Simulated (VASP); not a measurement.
All values below come from r2SCAN meta-GGA, VASP's PBE PAW potentials (set 64) (plane waves; VASP 6.6.1).

Input for VASP

### INCAR
```
SYSTEM = CuZn
PREC = Accurate; ENCUT = 520; LREAL = .FALSE.
LASPH = .TRUE.
EDIFF = 1E-6; NELM = 100; ALGO = Normal
LMAXMIX = 4; LMIXTAU = .TRUE.
ISMEAR = 1; SIGMA = 0.1
METAGGA = R2SCAN
IBRION = 2; NSW = 60; ISIF = 3
EDIFFG = -0.01
LWAVE = .FALSE.; LCHARG = .FALSE.
```

### POSCAR
```
CuZn
1
    2.9222829666     0.0000000000     0.0000000000
    0.0000000000     2.9222829666     0.0000000000
   -0.0000000000    -0.0000000000     2.9222829666
Zn Cu
1 1
Direct
  0.5000000000   0.5000000000   0.5000000000
  0.0000000000   0.0000000000   0.0000000000
```

KPOINTS:
```
Automatic mesh
0
Gamma
11 11 11
0 0 0
```

POTCAR, in this order: Zn Cu (PBE.64 set). Program: vasp_std.

Task: What will the output report for the number of irreducible k-points (NKPTS), largest plane-wave count, number of space-group operations, FFT grid (NGX, NGY, NGZ)?

Result: 
```yaml
number of irreducible k-points (NKPTS): 56
largest_plane_wave_count: 691
number_of_space_group_operations: 48
FFT grid (NGX, NGY, NGZ): 24 × 24 × 24
```

The compound is CuZn in the CsCl type structure. It was relaxed first. The start is the result of an earlier pass. The electron count is odd and the run is not spin-polarised, which forces a metal.
